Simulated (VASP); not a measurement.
Level of theory: PBEsol GGA with spin-orbit coupling, VASP's PBE PAW potentials (set 64) (plane waves; VASP).

The input files of a VASP run:

### KPOINTS_OPT
```
k-points along high-symmetry lines
8
Line-mode
Reciprocal
  0.000000   0.000000   0.000000 ! GAMMA
  0.500000   0.000000   0.500000 ! X

  0.500000   0.000000   0.500000 ! X
  0.625000   0.250000   0.625000 ! U

  0.375000   0.375000   0.750000 ! K
  0.000000   0.000000   0.000000 ! GAMMA

  0.000000   0.000000   0.000000 ! GAMMA
  0.500000   0.500000   0.500000 ! L

  0.500000   0.500000   0.500000 ! L
  0.500000   0.250000   0.750000 ! W

  0.500000   0.250000   0.750000 ! W
  0.500000   0.000000   0.500000 ! X
```

POSCAR:
```
Au
1
   -0.0000000000     3.0113560501     3.0113560501
    3.0113560501     0.0000000000     3.0113560501
    3.0113560501     3.0113560501     0.0000000000
Au
2
Direct
  0.7500000000   0.7500000000   0.7500000000
  0.5000000000   0.5000000000   0.5000000000
```

INCAR:
```
SYSTEM=Au
PREC=Accurate; ENCUT=400; LREAL=.False.
LASPH=.True.
EDIFF=1E-6; NELM=100; ALGO=Normal
LMAXMIX=6
ISMEAR=0; SIGMA=0.05
GGA=PS; GGA_COMPAT=.False.
MAGMOM=6*0; LSORBIT=.True.
LWAVE=.False.; LCHARG=.False.
```

File KPOINTS:
```
Automatic mesh
0
Gamma
10 10 10
0 0 0
```

POTCAR, in this order: Au (PBE.64 set). Program: vasp_ncl.

The resulting files:

File OSZICAR:
```
       N       E                     dE             d eps       ncg     rms          rms(c)
DAV:   1     0.110275828971E+03    0.11028E+03   -0.93466E+03  2820   0.109E+03
DAV:   2    -0.427357393067E+01   -0.11455E+03   -0.10734E+03  3172   0.250E+02
DAV:   3    -0.712887045217E+01   -0.28553E+01   -0.28291E+01  3240   0.395E+01
DAV:   4    -0.715146139101E+01   -0.22591E-01   -0.22587E-01  3104   0.380E+00
DAV:   5    -0.715183677812E+01   -0.37539E-03   -0.37537E-03  3240   0.507E-01    0.119E+01
DAV:   6    -0.656109096096E+01    0.59075E+00   -0.21216E+00  3108   0.124E+01    0.818E+00
DAV:   7    -0.654300481479E+01    0.18086E-01   -0.35121E-02  3070   0.137E+00    0.439E+00
DAV:   8    -0.653664015777E+01    0.63647E-02   -0.18976E-03  3054   0.334E-01    0.136E+00
DAV:   9    -0.653658310356E+01    0.57054E-04   -0.58285E-05  3202   0.506E-02    0.282E-02
DAV:  10    -0.653660260980E+01   -0.19506E-04   -0.12550E-05  2994   0.268E-02    0.186E-02
DAV:  11    -0.653660736818E+01   -0.47584E-05   -0.34539E-06  3144   0.156E-02    0.440E-03
DAV:  12    -0.653660766652E+01   -0.29834E-06   -0.94423E-08  1854   0.252E-03
   1 F= -.65366077E+01 E0= -.65361452E+01  d E =-.924913E-03  mag=    -0.0000    -0.0000    -0.0000
       N       E                     dE             ncg
       N       E                     dE             ncg
```

### OUTCAR
```
------------------------ aborting loop because EDIFF is reached ----------------------------------------
  FORCE on cell =-STRESS in cart. coord.  units (eV):
  Direction    XX          YY          ZZ          XY          YZ          ZX
  --------------------------------------------------------------------------------------
  Total       -0.2741048     -0.2741048     -0.2741048      0.0000000      0.0000000     -0.0000000
  in kB       -8.0410142     -8.0410142     -8.0410142      0.0000000      0.0000000     -0.0000000
  external PRESSURE =      -8.0410142 kB  Pullay stress =       0.0000000 kB
  volume of cell :       54.62
      direct lattice vectors                 reciprocal lattice vectors
     0.000000000  3.011356050  3.011356050    -0.166038154  0.166038154  0.166038154
     3.011356050  0.000000000  3.011356050     0.166038154 -0.166038154  0.166038154
     3.011356050  3.011356050  0.000000000     0.166038154  0.166038154 -0.166038154
 POSITION                                       TOTAL-FORCE (eV/Angst)
 -----------------------------------------------------------------------------------
      4.51703      4.51703      4.51703        -0.000000     -0.000000     -0.000000
      3.01136      3.01136      3.01136         0.000000      0.000000      0.000000
 -----------------------------------------------------------------------------------
    total drift:                                0.000000      0.000000      0.000000
  FREE ENERGIE OF THE ION-ELECTRON SYSTEM (eV)
  ---------------------------------------------------
  free  energy   TOTEN  =        -6.5366076665 eV

  energy  without entropy=       -6.5356827533  energy(sigma->0) =       -6.53614521

 Ion:    1  E_soc:     -0.5656401

 Ion:    2  E_soc:     -0.5656401
```
(Selected blocks of OUTCAR.)

The structure was generated: Au was put into the diamond type (Fd-3m), which need not be its known phase. It was relaxed first, which changed the volume by +13 %.
